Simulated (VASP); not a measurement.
These are RPBE GGA, VASP's PBE PAW potentials (set 64) (plane waves; VASP 6.6.1) values and carry that method's errors.

A VASP calculation is set up with these files.

### KPOINTS
```
Automatic mesh
0
Gamma
11 11 9
0 0 0
```

### INCAR
```
# general
SYSTEM   =  HfB2
PREC     =  Accurate
ENCUT    =  520
LREAL    =  .FALSE.
LASPH    =  .TRUE.

# electronic loop
EDIFF    =  1E-7
NELM     =  100
ALGO     =  Normal
LMAXMIX  =  6

# smearing
ISMEAR   =  1
SIGMA    =  0.1

# functional
GGA      =  RP

# ions
IBRION   =  2
NSW      =  30
ISIF     =  4
EDIFFG   =  -0.01

# output
LWAVE    =  .FALSE.
LCHARG   =  .FALSE.
```

### POSCAR
```
HfB2
1
    1.5465716514    -2.6787409090     0.0000000000
    1.5465716514     2.6787409090     0.0000000000
    0.0000000000     0.0000000000     3.4400920723
Hf B
1 2
Direct
  0.0000000000   0.0000000000   0.0000000000
  0.3333330000   0.6666670000   0.5000000000
  0.6666670000   0.3333330000   0.5000000000
```

POTCAR, in this order: Hf_pv B (PBE.64 set). Program: vasp_std.

Output

### OSZICAR
```
       N       E                     dE             d eps       ncg     rms          rms(c)
DAV:   1     0.303361592066E+02    0.30336E+02   -0.85691E+03  1920   0.128E+03
DAV:   2    -0.257789651817E+02   -0.56115E+02   -0.52334E+02  2428   0.240E+02
DAV:   3    -0.275535892116E+02   -0.17746E+01   -0.17449E+01  2516   0.328E+01
DAV:   4    -0.275664443640E+02   -0.12855E-01   -0.12843E-01  2316   0.305E+00
DAV:   5    -0.275665699360E+02   -0.12557E-03   -0.12556E-03  2532   0.244E-01    0.563E+01
DAV:   6    -0.253242862450E+02    0.22423E+01   -0.49369E+00  2272   0.151E+01    0.407E+01
DAV:   7    -0.252845429031E+02    0.39743E-01   -0.17913E+00  2408   0.951E+00    0.115E+01
DAV:   8    -0.252054396441E+02    0.79103E-01   -0.53821E-01  2300   0.527E+00    0.199E+00
DAV:   9    -0.252005860435E+02    0.48536E-02   -0.34831E-02  2244   0.151E+00    0.254E-01
DAV:  10    -0.252005620600E+02    0.23983E-04   -0.10125E-03  2320   0.267E-01    0.370E-01
DAV:  11    -0.252005657275E+02   -0.36675E-05   -0.10261E-04  2296   0.832E-02    0.200E-01
DAV:  12    -0.252005611091E+02    0.46184E-05   -0.97914E-06  2356   0.287E-02    0.118E-02
DAV:  13    -0.252005612855E+02   -0.17641E-06   -0.53185E-07  2352   0.710E-03    0.430E-03
DAV:  14    -0.252005612923E+02   -0.67705E-08   -0.95156E-09  1304   0.867E-04
   1 F= -.25200561E+02 E0= -.25200580E+02  d E =-.252006E+02
       N       E                     dE             d eps       ncg     rms          rms(c)
DAV:   1    -0.252027999093E+02   -0.22386E-02   -0.12164E-01  2064   0.306E+00    0.431E-01
DAV:   2    -0.252019051548E+02    0.89475E-03   -0.15656E-03  2344   0.359E-01    0.185E-01
DAV:   3    -0.252015161554E+02    0.38900E-03   -0.39418E-04  2356   0.164E-01    0.572E-02
DAV:   4    -0.252014921269E+02    0.24028E-04   -0.50682E-05  2540   0.604E-02    0.351E-02
DAV:   5    -0.252014917838E+02    0.34314E-06   -0.24021E-06  2264   0.131E-02    0.170E-02
DAV:   6    -0.252014917349E+02    0.48916E-07   -0.13388E-07  1796   0.383E-03
   2 F= -.25201492E+02 E0= -.25201474E+02  d E =-.930443E-03
       N       E                     dE             d eps       ncg     rms          rms(c)
DAV:   1    -0.252015653288E+02   -0.73545E-04   -0.33307E-03  2056   0.507E-01    0.726E-02
DAV:   2    -0.252015405229E+02    0.24806E-04   -0.42924E-05  2344   0.594E-02    0.307E-02
DAV:   3    -0.252015299305E+02    0.10592E-04   -0.10863E-05  2352   0.272E-02    0.928E-03
DAV:   4    -0.252015293586E+02    0.57185E-06   -0.13786E-06  2556   0.994E-03    0.577E-03
DAV:   5    -0.252015293701E+02   -0.11493E-07   -0.59499E-08  1220   0.212E-03
   3 F= -.25201529E+02 E0= -.25201519E+02  d E =-.968078E-03
```

File OUTCAR:
```
------------------------ aborting loop because EDIFF is reached ----------------------------------------
  FORCE on cell =-STRESS in cart. coord.  units (eV):
  Direction    XX          YY          ZZ          XY          YZ          ZX
  --------------------------------------------------------------------------------------
  Total        3.0007938      3.0007943      3.0004209      0.0000000     -0.0000000      0.0000000
  in kB      168.6731331    168.6731647    168.6521778      0.0000000     -0.0000000      0.0000000
  external PRESSURE =     168.6661586 kB  Pullay stress =       0.0000000 kB
  volume of cell :       28.50
      direct lattice vectors                 reciprocal lattice vectors
     1.549793807 -2.684321866 -0.000000000     0.322623563 -0.186266784 -0.000000000
     1.549793807  2.684321866 -0.000000000     0.322623563  0.186266784 -0.000000000
     0.000000000 -0.000000000  3.425802419     0.000000000 -0.000000000  0.291902415
 POSITION                                       TOTAL-FORCE (eV/Angst)
 -----------------------------------------------------------------------------------
      0.00000     -0.00000     -0.00000        -0.000000     -0.000000     -0.000000
      1.54979      0.89478      1.71290        -0.000000     -0.000000      0.000000
      1.54979     -0.89478      1.71290         0.000000      0.000000     -0.000000
 -----------------------------------------------------------------------------------
    total drift:                                0.000000     -0.000000      0.000000
  FREE ENERGIE OF THE ION-ELECTRON SYSTEM (eV)
  ---------------------------------------------------
  free  energy   TOTEN  =       -25.2015293701 eV

  energy  without entropy=      -25.2014980178  energy(sigma->0) =      -25.20151892

 reached required accuracy - stopping structural energy minimisation
```
(Selected blocks of OUTCAR.)

**CONTCAR**
```
HfB2
   1.00000000000000
     1.5497938067402115   -2.6843218659524677   -0.0000000000000000
     1.5497938067402115    2.6843218659524677   -0.0000000000000000
     0.0000000000000000   -0.0000000000000000    3.4258024194976753
  Hf              B
     1     2
Direct
     0.0000000000000000    0.0000000000000000    0.0000000000000000
     0.3333330000000032    0.6666669999999968    0.5000000000000000
     0.6666669999999968    0.3333330000000032    0.5000000000000000
```

The compound is HfB2 in the AlB2 type structure. This cell is one point of a volume scan, at 0.94 of the reference volume. Symmetry was kept, so distortions that lower it aren't found.
